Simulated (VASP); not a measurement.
Here is the system:

```
CELL_PARAMETERS angstrom
      1.50289     0.86770     4.87505
     -1.50289     0.86770     4.87505
      0.00000    -1.73539     4.87505
ATOMIC_POSITIONS crystal
  Mg 0.00000 0.00000 0.00000
  Zn 0.50000 0.50000 0.50000
  O  0.25241 0.25241 0.25241
  O  0.74759 0.74759 0.74759
```

Level of theory: PBEsol GGA, VASP's PBE PAW potentials (set 64) (plane waves; VASP). Run with 520 eV cut-off, Gaussian smearing of 0.050 eV, potentials Mg Zn O.

Q: What does the run give for the band gap (along the path) with the smallest direct gap where there is one?

A: 
```yaml
band gap (along the path): 2.55 eV
smallest direct gap (along the path): 2.88 eV
```

Total energies compare only between runs with the same potentials, cut-off and functional.

The structure comes from a computed database's MgZnO2 entry (R-3m); how it stands against other phases isn't given here. It was relaxed first.
